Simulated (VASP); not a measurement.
# TiOs (Pm-3m) in VASP: further runs

Runs on TiOs. Level: LDA. Tasks: single point, relaxation of cell and atoms.

Everything below comes from runs of VASP 6.6.1. Logs are shortened: lines on timing, memory, paths and dates and some standing lists are left out, and cuts for length are marked.

**1. The crystal as given**

The structure is cubic, space group Pm-3m (No. 221). Conventional cell: a = 3.095 Å, b = 3.095 Å, c = 3.095 Å, α = 90.00°, β = 90.00°, γ = 90.00°. Ti (site symmetry m-3m) has 8 Os at 2.68 Å as nearest neighbours. Os (site symmetry m-3m) has 8 Ti at 2.68 Å as nearest neighbours.

**2. Single point, LDA (relaxed again under DFT LDA, scalar-relativistic, plane waves, PAW)**

Input file INCAR:

```
SYSTEM = TiOs
PREC     = Accurate       ! precision mode
ENCUT    = 520            ! plane-wave cutoff, eV
EDIFF    = 1E-7           ! SCF threshold, eV
ISMEAR   = 0              ! smearing method
SIGMA    = 0.1            ! smearing width, eV
LREAL    = .False.        ! projectors in reciprocal space
LASPH    = .True.         ! aspherical terms in the spheres
NELM     = 100            ! most SCF steps
ALGO     = Normal         ! electronic algorithm
ISIF     = 2              ! what is computed and relaxed
LWAVE    = .False.        ! write WAVECAR
LCHARG   = .True.         ! write CHGCAR
LELF     = .True.         ! ELF
LVHAR    = .True.       
NBANDS   = 17             ! bands
```

Input file KPOINTS:

```
Automatic mesh
0
Gamma
  14 14 14
  0 0 0
```

Input file POSCAR:

```
TiOs
1.0
    3.0400085134      0.0000000000      0.0000000000
    0.0000000000      3.0400085134      0.0000000000
    0.0000000000      0.0000000000      3.0400085134
Ti Os
1 1
Direct
    0.5000000000      0.5000000000      0.5000000000
    0.0000000000      0.0000000000      0.0000000000
```

Potentials or basis: VASP PAW LDA potentials, release 64 (Ti_sv, Os).

Run with:

```sh
cat potpaw_LDA.64/Ti_sv/POTCAR potpaw_LDA.64/Os/POTCAR > POTCAR
mpirun -np 1 vasp_std > vasp.out
```

OUTCAR:

```text
SYSTEM = TiOs
   PREC = Accurate
   ENCUT = 520
   EDIFF = 1E-7
   ISMEAR = 0
   LREAL = .False.
   LASPH = .True.
   NELM = 100
   ISIF = 2

 ion  position               nearest neighbor table
   1  0.500  0.500  0.500-   2 2.63   2 2.63   2 2.63   2 2.63   2 2.63   2 2.63   2 2.63   2 2.63

   2  0.000  0.000  0.000-   1 2.63   1 2.63   1 2.63   1 2.63   1 2.63   1 2.63   1 2.63   1 2.63

  LATTYP: Found a simple cubic cell.
 ALAT       =     3.0400085134

  Lattice vectors:

 A1 = (   3.0400085134,   0.0000000000,   0.0000000000)
 A2 = (   0.0000000000,   3.0400085134,   0.0000000000)
 A3 = (   0.0000000000,   0.0000000000,   3.0400085134)

Analysis of symmetry for initial positions (statically):
=====================================================================
 Subroutine PRICEL returns:
 Original cell was already a primitive cell.

 Routine SETGRP: Setting up the symmetry group for a
 simple cubic supercell.

 Subroutine GETGRP returns: Found 48 space group operations
 (whereof 48 operations were pure point group operations)
 out of a pool of 48 trial point group operations.

The static configuration has the point symmetry O_h .

Analysis of symmetry for dynamics (positions and initial velocities):
=====================================================================
 Subroutine PRICEL returns:
 Original cell was already a primitive cell.

 Routine SETGRP: Setting up the symmetry group for a
 simple cubic supercell.

 Subroutine GETGRP returns: Found 48 space group operations
 (whereof 48 operations were pure point group operations)
 out of a pool of 48 trial point group operations.

The dynamic configuration has the point symmetry O_h .

 Subroutine INISYM returns: Found 48 space group operations
 (whereof 48 operations are pure point group operations),
 and found     1 'primitive' translations

----------------------------------------------------------------------------------------

                                     Primitive cell

  volume of cell :      28.0947

  direct lattice vectors                    reciprocal lattice vectors
     3.040008513  0.000000000  0.000000000     0.328946447  0.000000000  0.000000000
     0.000000000  3.040008513  0.000000000     0.000000000  0.328946447  0.000000000
     0.000000000  0.000000000  3.040008513     0.000000000  0.000000000  0.328946447

  length of vectors
     3.040008513  3.040008513  3.040008513     0.328946447  0.328946447  0.328946447

  position of ions in fractional coordinates (direct lattice)
     0.500000000  0.500000000  0.500000000
     0.000000000  0.000000000  0.000000000
[... 79 lines left out ...]
   EDIFFG = 0.1E-05   stopping-criterion for IOM
   NSW    =      0    number of steps for IOM
   IBRION =     -1    ionic relax: 0-MD 1-quasi-New 2-CG
   NFREE  =      0    steps in history (QN), initial steepest desc. (CG)
   ISIF   =      2    stress and relaxation
   ISYM   =      2    0-nonsym 1-usesym 2-fastsym
   POTIM  = 0.5000    time-step for ionic-motion
   TEBEG  =    0.0;   TEEND  =   0.0 temperature during run
   PSTRESS=    0.0 pullay stress
   NELECT =      20.0000    total number of electrons
   NUPDOWN=      -1.0000    fix difference up-down
   EMIN   =  10.00;   EMAX   =-10.00  energy-range for DOS
   EFERMI =   0.00;   METHOD = LEGACY
   ISMEAR =     0;   SIGMA  =   0.10  broadening in eV -4-tet -1-fermi 0-gaus
   EFERMI_NEDOS =   21; number of points for ismear=-14 and -15
   IALGO  =     38    algorithm
   IMIX   =      4    mixing-type and parameters
     AMIX     =   0.40;   BMIX     =  1.00
     AMIX_MAG =   1.60;   BMIX_MAG =  1.00
  volume/ion in A,a.u.               =      14.05        94.80
  Fermi-wavevector in a.u.,A,eV,Ry     =   1.461762  2.762330 29.072227  2.136748
  Thomas-Fermi vector in A             =   2.578055
   LORBIT       =      0    0 simple, 1 ext, 2 COOP (PROOUT), +10 PAW based schemes
   GGA     = CA    functional components
   LHFCALC =     F    Hartree Fock is set to
   AEXX    =    0.0000 exact exchange contribution
   IVDW    =     0    specifies the selected vdW correction
   LEPSILON=     F    determine dielectric tensor
   LRPA    =     F    only Hartree local field effects (RPA)
 non-spin polarized calculation
 Gauss-broadening in eV      SIGMA  =   0.10
  energy-cutoff  :      520.00
  volume of cell :       28.09
 maximum number of plane-waves:       772
 NGX is ok and might be reduce to    24
   NGX = 11   NGY = 11   NGZ = 11

 number of electron      20.0000005 magnetization

 Free energy of the ion-electron system (eV)
  ---------------------------------------------------
  ext. energy  EPLUGINS =         0.00000000
  ---------------------------------------------------
  free energy    TOTEN  =       -22.68647879 eV

  energy without entropy =      -22.68392378  energy(sigma->0) =      -22.68520128

 E-fermi :   9.8158     XC(G=0): -13.5304

 val. band max:        9.7865401174   @ k =   0.5000   0.4286   0.0000
 cond. band min:       9.8453828843   @ k =   0.5000   0.1429   0.0000
 fundamental gap:      0.0588427668
 Fermi energy:         9.8158186293

 k-point     1 :       0.0000    0.0000    0.0000
  band No.  band energies     occupation
      1     -46.4720      2.00000
      2     -22.9924      2.00000
      3     -22.9924      2.00000
      4     -22.9924      2.00000
      5       1.1375      2.00000
      6       4.2034      2.00000
[... 457 lines left out ...]
      4     -22.9778      2.00000
      5       3.8667      2.00000
      6       5.3705      2.00000
[... 9 lines left out ...]
     16      15.1514      0.00000
     17      21.0637      0.00000

 [... further k-points ...]

------------------------ aborting loop because EDIFF is reached ----------------------------------------

  FORCE on cell =-STRESS in cart. coord.  units (eV):
  Direction    XX          YY          ZZ          XY          YZ          ZX
  --------------------------------------------------------------------------------------
  -------------------------------------------------------------------------------------
  Total        0.0699254      0.0699254      0.0699254      0.0000000      0.0000000      0.0000000
  in kB        3.9876896      3.9876896      3.9876896      0.0000000      0.0000000      0.0000000
  external PRESSURE =       3.9876896 kB  Pullay stress =       0.0000000 kB

 VOLUME and BASIS-vectors are now :
 -----------------------------------------------------------------------------
  energy-cutoff  :      520.00
  volume of cell :       28.09
      direct lattice vectors                 reciprocal lattice vectors
     3.040008513  0.000000000  0.000000000     0.328946447  0.000000000  0.000000000
     0.000000000  3.040008513  0.000000000     0.000000000  0.328946447  0.000000000
     0.000000000  0.000000000  3.040008513     0.000000000  0.000000000  0.328946447

 POSITION                                       TOTAL-FORCE (eV/Angst)
 -----------------------------------------------------------------------------------
      1.52000      1.52000      1.52000         0.000000      0.000000      0.000000
      0.00000      0.00000      0.00000         0.000000      0.000000      0.000000
 -----------------------------------------------------------------------------------
    total drift:                                0.000000      0.000000     -0.000000

  FREE ENERGIE OF THE ION-ELECTRON SYSTEM (eV)
  ---------------------------------------------------
  free  energy   TOTEN  =       -22.6864787855 eV

  energy  without entropy=      -22.6839237762  energy(sigma->0) =      -22.68520128
```

Run time: 16 s. Hardware: 1 thread of Intel Xeon 6975P-C (Granite Rapids), shared host; peak memory 0.17 GiB.

Results:

```yaml
Free_energy: -22.6865 eV
Pressure: 0.4 GPa
Band_gap_on_the_k_mesh: none (metal or under the smearing width)
```

Levels at points of the mesh, in eV from the Fermi level:
```
           k point  band 6  band 7  band 8  band 9  band 10  band 11  band 12  band 13  band 14  band 15
(0.00, 0.00, 0.00)   -5.61   -5.61   -1.45   -1.45    -1.45     1.84     1.84     3.81     3.81     3.81
(0.50, 0.00, 0.00)   -3.92   -3.43   -1.74   -1.74    -1.05    -0.15     0.61     0.61     1.95     2.05
(0.50, 0.50, 0.00)   -5.57   -3.39   -3.39    1.08     1.08     1.12     1.21     2.16     2.96     4.41
(0.50, 0.50, 0.50)   -3.81   -3.81   -1.65   -1.65    -1.65     1.33     1.33     3.05     3.05     7.07
```

Spin-orbit coupling is left out, which matters for the levels of Os.

(Continued in part 2 of 2.)
